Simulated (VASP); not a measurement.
OSZICAR of a VASP run on Mg (atoms displaced from the space group 194 structure):

File OSZICAR:
```
       N       E                     dE             d eps       ncg     rms          rms(c)
DAV:   1    -0.225760563889E+01   -0.22576E+01   -0.71184E+02  4062   0.200E+02
DAV:   2    -0.346278163251E+01   -0.12052E+01   -0.11483E+01  5496   0.159E+01
DAV:   3    -0.346830951150E+01   -0.55279E-02   -0.55222E-02  4848   0.144E+00
DAV:   4    -0.346831528604E+01   -0.57745E-05   -0.57746E-05  5664   0.405E-02
DAV:   5    -0.346831529386E+01   -0.78202E-08   -0.77375E-08  4860   0.919E-04    0.951E-01
DAV:   6    -0.345846856372E+01    0.98467E-02   -0.63056E-04  4752   0.134E-01    0.606E-01
DAV:   7    -0.344915543692E+01    0.93131E-02   -0.21044E-03  4194   0.272E-01    0.305E-02
DAV:   8    -0.344915040092E+01    0.50360E-05   -0.69661E-05  5460   0.394E-02    0.116E-02
DAV:   9    -0.344914988743E+01    0.51349E-06   -0.34440E-06  4626   0.120E-02
   1 F= -.34491499E+01 E0= -.34492729E+01  d E =0.369042E-03
```

Problem. Which electronic solver shows in the log?

Solution. It is blocked Davidson (ALGO = Normal, or the opening steps of other solvers). The INCAR had ALGO = Normal.

Problem. Can the final energy be trusted as converged?

Solution. Self-consistency was reached. It stopped with EDIFF = 1E-6, NELM = 100 (PBEsol GGA, plane waves, VASP's PBE PAW potentials (set 64)).

The structure comes from a computed database's Mg entry; how it stands against other phases isn't given here. The cell was not relaxed at this level, atoms are displaced from their ideal sites. The k-mesh is coarse (spacing up to 0.38 per Å, 2π included), so the numbers may not be converged in it. The run is one of a series of settings (ENCUT = 180, SIGMA = 0.136, KPOINTS 6×6×6 Γ-centred mesh shifted by (0.5, 0.5, 0.5) against the base run), some of them coarse on purpose.
